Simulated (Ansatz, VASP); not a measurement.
**Cross-check of Zr (Zirconium) between VASP and Ansatz**

One calculation is typed for both programs; each brings its own data sets. How far apart do they land? The structure shown comes from an earlier Ansatz run, which isn't shown and may have moved the atoms alone.

Program: Ansatz 0.2.0. Level of theory: plane waves, with VASP 6.6.1 beside it; elastic constants at LDA. Results are calculated unless marked as measured.

## (1) The starting structure

The structure is hexagonal, space group P6_3/mmc (No. 194). The conventional cell has a = 3.136 Å, b = 3.136 Å, c = 4.996 Å, α = 90.00°, β = 90.00°, γ = 120.00°. Nearest to Zr lie 12 Zr at 3.09 to 3.14 Å.

## (2) Ansatz: elastic constants, LDA

Ansatz runs on its default PAW (the set named soft_2) files.

Elastic constants are differences of stresses under small strains, so they test the stress and the mesh.

Input file input.yaml:

```yaml
crystal:
  lattice:
    - [3.135872508, 0.0, 0.0]
    - [-1.567936254, 2.7157452549, 0.0]
    - [0.0, 0.0, 4.9963953503]
  atoms:
    - { symbol: Zr, position: [0.3333333333, 0.6666666667, 0.25] }
    - { symbol: Zr, position: [0.6666666667, 0.3333333333, 0.75] }
kpoints:
  mp_grid: { grid: [12, 12, 8] }
hamiltonian:
  xc: lda
scf:
  occupations: { method: gaussian, width: 0.1 }
output:
  forces: true
  stress: true
  eigenvalues: true
elastic:
  mode: relaxed_ion
  stencil: two_point
```

Started as:

```bash
$ ansatz run input.yaml --threads 4 --pin off --max-ram 8192MiB --backend cpu --events-out ev --progress --plain --runs-dir out
```

Numbers of over 12 decimals in the logs are rounded to 6 here.

Output:

```text
Engine: ansatz 0.2.0, x86_64-unknown-linux-gnu
Pseudopotentials: kind: paw
Pseudopotential: Zr, paw, valence charge 12, recommended cutoff 420 eV (normal), Zr.paw.azcp
Functional definition: SPW92
  exchange = slater_x
  correlation = pw_c
Crystal: 2 atoms, lattice volume = 42.550 Å³
Basis set: ecut = 420 eV, 833 PW (Γ)
Bands: 16, of which v1, the nominal top of the filled ones, is band 12 counted from 1 (11 counted from 0)
Symmetry: 24 space group operations
Space group: P63/mmc (ITA 194), of the structure as read, at distance tolerance 3.5e-5 Å
k-points: 95 of 1152
Non-local potential: Zr, projectors of the file, l = 0: 3, l = 1: 2, l = 2: 2, l = 3: 2
PAW form: soft (Blöchl's): semilocal exchange-correlation on the pseudo side does not see the compensation charge
PAW frozen core: Zr, regenerated for the run's functional, and the local potential with it (the file was generated under x = pbe(κ = 0.804, μ = 0.219515), c = pbe(β = 0.066725))
PAW one-centre angular grid: Zr, 590 points (default); XC on 64 Gauss nodes
Initial density: superposition of atomic densities (neutral atoms: chi_scale 0, normalization atom), corrected by the library's trained network
Initial wavefunctions: pseudopotential atomic-orbital guess
Functional: x = slater, c = lda
SCF iter   1: F=—  HF=-8154.920695 eV  |F-HF|=—  |Δ(HF+E_count)|=         —  Δρ=5.83e-3  dr2=3.79e-3  ethr=1.77e-3  ⟨swp⟩=4.8  Hψ=6485  notcnv=0
preconditioner: auto → none  [metal: Δε(μ)=0.041 eV  Ē_g=3.364 eV  σ=0.100 eV  W_gap=0.22  n_scr=8 (ndim 8)  ℏωp=16.1 eV  f_vac=0.000  D(μ)=2.06/eV (n_scr^D=22)  sad-step TF]
SCF iter   2: F=—  HF=-8154.919726 eV  |F-HF|=—  |Δ(HF+E_count)|=   9.69e-4  Δρ=3.30e-3  dr2=1.30e-3  ethr=1.58e-5  ⟨swp⟩=2.1  Hψ=2914  notcnv=0
SCF iter   3: F=—  HF=-8154.919837 eV  |F-HF|=—  |Δ(HF+E_count)|=   1.11e-4  Δρ=4.65e-4  dr2=5.70e-5  ethr=5.41e-6  ⟨swp⟩=2.1  Hψ=2567  notcnv=0
SCF iter   4: F=—  HF=-8154.919814 eV  |F-HF|=—  |Δ(HF+E_count)|=   2.27e-5  Δρ=1.36e-4  dr2=3.20e-6  ethr=2.38e-7  ⟨swp⟩=2.1  Hψ=2389  notcnv=0
SCF iter   5: F=—  HF=-8154.919815 eV  |F-HF|=—  |Δ(HF+E_count)|=   5.33e-7  Δρ=2.85e-5  dr2=1.88e-7  ethr=1.33e-8  ⟨swp⟩=2.0  Hψ=2443  notcnv=0
SCF iter   6: F=—  HF=-8154.919813 eV  |F-HF|=—  |Δ(HF+E_count)|=   1.17e-6  Δρ=5.75e-6  dr2=6.75e-9  ethr=7.84e-10  ⟨swp⟩=2.0  Hψ=2618  notcnv=0
SCF iter   7: F=—  HF=-8154.919813 eV  |F-HF|=—  |Δ(HF+E_count)|=   2.73e-9  Δρ=1.65e-6  dr2=5.14e-10  ethr=2.81e-11  ⟨swp⟩=2.9  Hψ=2670  notcnv=0
SCF iter   8: F=—  HF=-8154.919813 eV  |F-HF|=—  |Δ(HF+E_count)|=  2.17e-10  Δρ=7.33e-8  dr2=6.65e-13  ethr=2.14e-12  ⟨swp⟩=2.0  Hψ=2630  notcnv=0
SCF iter   9: F=-8154.919813 eV  HF=-8154.919813 eV  |F-HF|=3.64e-12  |Δ(HF+E_count)|=  9.09e-13  Δρ=5.06e-9  dr2=3.56e-15  ethr=1.00e-12  ⟨swp⟩=4.1  Hψ=5084  notcnv=0
SCF 1 converged in 9 iterations: F = -8154.919813 eV  dr2 = 3.56e-15
  greatest PAW one-centre occupation: 0.998 electrons in one spin orbital (limit 2), on the Zr atom at site 1 (counted from 0), in its partial waves of l = 0
Crystal: 2 atoms, lattice volume = 42.465 Å³
Symmetry: 8 space group operations
k-points: 215 of 1152
Initial density: handed on by an earlier stage of this run
Initial wavefunctions: pseudopotential atomic-orbital guess (no wavefunctions were taken with the density)
iter 1 solved again at ethr=1.36e-5 eV; its pass at ethr=3.10e-3 eV (dr2=3.28e-3 eV) is discarded
[...]
preconditioner: auto → none  [metal: Δε(μ)=0.007 eV  Ē_g=3.379 eV  σ=0.100 eV  W_gap=0.04  n_scr=8 (ndim 8)  ℏωp=16.1 eV  f_vac=0.000  D(μ)=2.06/eV (n_scr^D=22)]
[...]
SCF 2 converged in 8 iterations: F = -8154.918483 eV  dr2 = 8.77e-15
[...]
SCF 13 converged in 6 iterations: F = -8154.919803 eV  dr2 = 1.19e-20
[...]
SCF 14 converged in 9 iterations: F = -8154.919803 eV  dr2 = 2.37e-14
relax step   1: F+E_penalty+E_count = -8154.91980305 eV  Δ(F+E_penalty+E_count) = +0.000e0 eV  max|allowed force component| = 3.767e-6 eV/Å  Δτ_max = 0.0000 Å  (9 SCF iters, accepted)
[...]
SCF iter   1: F=—  HF=-8154.919803 eV  |F-HF|=—  |Δ(HF+E_count)|=         —  Δρ=3.72e-9  dr2=2.38e-14  ethr=1.00e-12  ⟨swp⟩=1.0  Hψ=27755  notcnv=0
iter 2 did not close the SCF: its close was put off for the readings that it lacked (scf_convergence_deferred on its scf_iter line)
SCF iter   2: F=-8154.919803 eV  HF=-8154.919803 eV  |F-HF|=9.09e-13  |Δ(HF+E_count)|=  9.09e-13  Δρ=3.36e-9  dr2=2.39e-14  ethr=4.17e-16 (applied; sched 1.00e-12)  ⟨swp⟩=2.0  Hψ=8988  notcnv=0
iter 3 did not close the SCF: its close was put off for the readings that it lacked (scf_convergence_deferred on its scf_iter line)
SCF iter   3: F=-8154.919803 eV  HF=-8154.919803 eV  |F-HF|=0.00e0  |Δ(HF+E_count)|=  9.09e-13  Δρ=7.57e-10  dr2=1.22e-16  ethr=4.17e-16 (applied; sched 1.00e-12)  ⟨swp⟩=1.0  Hψ=5120  notcnv=0
iter 4 did not close the SCF: its close was put off for the readings that it lacked (scf_convergence_deferred on its scf_iter line)
SCF iter   4: F=-8154.919803 eV  HF=-8154.919803 eV  |F-HF|=9.09e-13  |Δ(HF+E_count)|=  9.09e-13  Δρ=2.06e-10  dr2=4.28e-17  ethr=4.17e-16 (applied; sched 1.00e-12)  ⟨swp⟩=1.0  Hψ=5120  notcnv=0
iter 5 did not close the SCF: its close was put off for the readings that it lacked (scf_convergence_deferred on its scf_iter line)
SCF iter   5: F=-8154.919803 eV  HF=-8154.919803 eV  |F-HF|=0.00e0  |Δ(HF+E_count)|=  9.09e-13  Δρ=4.22e-11  dr2=3.27e-18  ethr=4.17e-16 (applied; sched 1.00e-12)  ⟨swp⟩=1.0  Hψ=5120  notcnv=0
SCF iter   6: F=-8154.919803 eV  HF=-8154.919803 eV  |F-HF|=0.00e0  |Δ(HF+E_count)|=  1.82e-12  Δρ=8.27e-12  dr2=1.03e-19  ethr=1.00e-12  ⟨swp⟩=1.0  Hψ=11525  notcnv=0
SCF 15 converged in 6 iterations: F = -8154.919803 eV  dr2 = 1.03e-19
SCF converged after 9 iterations
Free energy (F): -8154.919813 eV
Harris-Foulkes:  -8154.919813 eV  (|F-HF|=3.64e-12)
Internal energy: -8154.909474 eV  (E = F + TS)
E sigma→0 (E₀):  -8154.914644 eV
Entropy (-TS):   -0.010339 eV (-5.169 meV/atom)
Fermi energy:    15.254693 eV
--- Per-component energies (eV) ---
  E_band       = -160.371726
  E_kinetic    = 671.101858
  E_local      = -1178.803230  (includes V_loc(G=0)·N_el)
  E_nonlocal   = 170.477294
  E_hartree    = 363.974927
  E_xc         = -322.195903
  E_vxc        = -382.863723  (∫ρ·V_xc dr)
  E_paw        = -5699.123126  (= ΣΔE_a)
  E_vpaw       = -168.233824  (= ΣTr[D̂ρ^β])
  E_aug_tail   = 0.000047  (compensation charges beyond the density's cutoff)
  E_ewald      = -2161.082143
  E_core_change = 0.740802  (= ΣΔE_core)
  E_smearing   = -0.010339  (= −TS)
  E_closure    = 0.000000  (closes the sum)
  Σ components = -8154.919813   (vs F -8154.919813, Δ=0.00e0)
--- Forces (eV/Å), atoms counted from 1 ---
  atom   1  Zr     0.00000000    -0.00000000     0.00000000
  atom   2  Zr    -0.00000000     0.00000000     0.00000000
  max |Σ_I F_I| component: 2.31e-17 eV/Å
--- Stress (GPa, compression-positive) ---
        2.340797       0.000000       0.000000
       -0.000000       2.340797       0.000000
        0.000000       0.000000       3.264333
  P = ⅓ Tr σ = 2.6486 GPa (26.486 kbar)
--- Band table (eV; the first three rows and the last of 95) ---
  k-point 0: bands = [... 8 lower, 9.4642, 11.9571, 16.0870, 16.0870, 16.2646, 16.8685, 16.8685, 16.8750]
  k-point 1: bands = [... 8 lower, 9.6101, 11.9688, 16.0088, 16.0088, 16.1529, 16.5857, 16.7560, 16.7560]
  k-point 2: bands = [... 8 lower, 10.0242, 11.9536, 15.8611, 15.8964, 15.8964, 15.9528, 16.4913, 16.4913]
  k-point 94: bands = [... 8 lower, 13.6124, 13.6124, 13.8756, 13.8756, 15.3434, 15.3434, 17.3939, 17.3939]
--- Elastic constants: 3 strain directions × 2 members + reference (group order 24) ---
  dense FFT box of the reference and of every strained cell: 24×24×36
  strains applied: 11, 33, 23; error gains: componentwise 1.00 (the most a stress slope's error grows in a printed constant), spectral 1.41 (1 for all six strains in a standard setting)
  C = ∂σ_k/∂η_j (tension-positive GPa; Voigt order 11 22 33 23 13 12):
       148.562     85.729     87.729     -0.000      0.000     -0.000
        85.729    148.562     87.729     -0.000      0.000     -0.000
        88.672     88.672    191.249     -0.000      0.000      0.000
         0.000      0.000      0.000     16.177     -0.000      0.000
         0.000      0.000      0.000     -0.000     16.177      0.000
        -0.000      0.000      0.000      0.000      0.000     31.417
  reference stress σ⁰ (GPa):     -2.341     -2.341     -3.264     -0.000     -0.000      0.000
  C* (energy form; C + prestress term) asymmetry max|C*_kj − C*_jk| = 1.977e-2 GPa — a small one proves nothing (zero by symmetry where the batch's group is 432, −43m or m−3m); a large one is finite-difference/SCF noise where every solve meets its electron count
  moduli (Voigt/Reuss/Hill, GPa): K = 112.51/110.80/111.66   G = 27.84/23.77/25.80   E = 71.87   ν = 0.393
  mechanically stable: yes (min eigenvalue of sym C = 16.18 GPa)
  strain η (Voigt 11):  stress-route row diagonal C_11 = 148.56 GPa, energy-path curvature d²(F+E_count+ΔE)/dδ²/Ω₀ = 148.61 GPa
         δ    σ_11 (GPa)             F (eV)   n_scf  n_hpsi   n_pw
    -2.000e-3      -2.6375       -8154.9184905       6   45736    840   relax 3 steps, max|allowed force component| 6.62e-6 eV/Å
     2.000e-3      -2.0432       -8154.9209766       6   45731    844   relax 3 steps, max|allowed force component| 8.25e-7 eV/Å
  strain η (Voigt 33):  stress-route row diagonal C_33 = 191.25 GPa, energy-path curvature d²(F+E_count+ΔE)/dδ²/Ω₀ = 191.23 GPa
         δ    σ_33 (GPa)             F (eV)   n_scf  n_hpsi   n_pw
    -2.000e-3      -3.6509       -8154.9179768       6   24610    840   relax 0 steps, max|allowed force component| 4.63e-17 eV/Å
     2.000e-3      -2.8859       -8154.9214446       4   21213    848   relax 0 steps, max|allowed force component| 1.06e-16 eV/Å
  strain η (Voigt 23):  stress-route row diagonal C_44 = 16.18 GPa, energy-path curvature d²(F+E_count+ΔE)/dδ²/Ω₀ = 17.56 GPa
         δ    σ_23 (GPa)             F (eV)   n_scf  n_hpsi   n_pw
    -2.000e-3      -0.0324       -8154.9198030       6   68209    842   relax 1 steps, max|allowed force component| 3.77e-6 eV/Å
     2.000e-3       0.0324       -8154.9198030       6   68160    842   relax 1 steps, max|allowed force component| 3.77e-6 eV/Å
```

In the SCF lines HF is the Harris–Foulkes energy and dr2 the Hartree energy of the density residual, in eV; the loop may stop once dr2 is under the threshold and the program's other checks hold. Hψ counts applications of the Hamiltonian.

[end of part 1 of 2]

[Lines on the potential files, build, host, timing and source positions are cut from VASP's logs without a mark.]

[Logs are printed without paths, hosts, clocks, repeated set-up lines and the standing remarks that a program may print on its own settings, such as how far it seeks lower states.]

[Hosts, paths, dates, database ids (printed as entryN), source tags and the programs' standing remarks are cut or masked in the printed files.]
